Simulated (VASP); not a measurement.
An input for Ansatz (written as the equivalent of a VASP run, and not itself run):

Ansatz 0.2 input:
```yaml
crystal:
  lattice:
    - [3.9550000, 0.0000000, 0.0000000]
    - [0.0000000, 3.9550000, 0.0000000]
    - [0.0000000, 0.0000000, 3.9550000]
  atoms:
    - { symbol: Hg, position: [0.0000000, 0.0000000, 0.0000000] }
    - { symbol: Sr, position: [0.5000000, 0.5000000, 0.5000000] }
kpoints:
  mp_grid: { grid: [7, 7, 7] }
hamiltonian:
  xc: lda
  pseudopotentials: { kind: paw }
scf:
  occupations: { method: fermi_dirac, width: 0.1 }
  max_iter: 100
output: { forces: true, stress: true, eigenvalues: true }
```

Q: Write the VASP files for the same calculation (LDA).

A: One answer among several that fit: 
KPOINTS:
```
Automatic mesh
0
Gamma
7 7 7
0 0 0
```

**POSCAR**
```
SrHg
1
    3.9550000000     0.0000000000     0.0000000000
    0.0000000000     3.9550000000     0.0000000000
    0.0000000000     0.0000000000     3.9550000000
Hg Sr
1 1
Direct
  0.0000000000   0.0000000000   0.0000000000
  0.5000000000   0.5000000000   0.5000000000
```

**INCAR**
```
SYSTEM = SrHg
PREC = Accurate; ENCUT = 300; LREAL = F
LASPH = T
EDIFF = 1E-6; NELM = 100; ALGO = Normal
LMAXMIX = 6
ISMEAR = -1; SIGMA = 0.1
ISIF = 2
LWAVE = F; LCHARG = F
```

POTCAR, in this order: Hg Sr_sv (LDA.64 set). Program: vasp_std.

The two are equivalent in intent, not identical: each code has its own PAW files, so the cut-off isn't converted (ENCUT is set for VASP's; basis.ecutwfc is left out, and Ansatz then takes the one that its files recommend); Ansatz stops its SCF on the density residual and VASP on the energy change (EDIFF); Ansatz's lda is the Perdew-Wang form, while the LDA potentials of VASP carry Perdew-Zunger's.

The structure comes from a measured SrHg entry (Pm-3m) of the Crystallography Open Database, whose conditions weren't checked. The cell was not relaxed at this level. The run is one of a series of settings (GGA removed, POTCAR Hg Sr_sv (LDA.64 set) against the base run), some of them coarse on purpose.
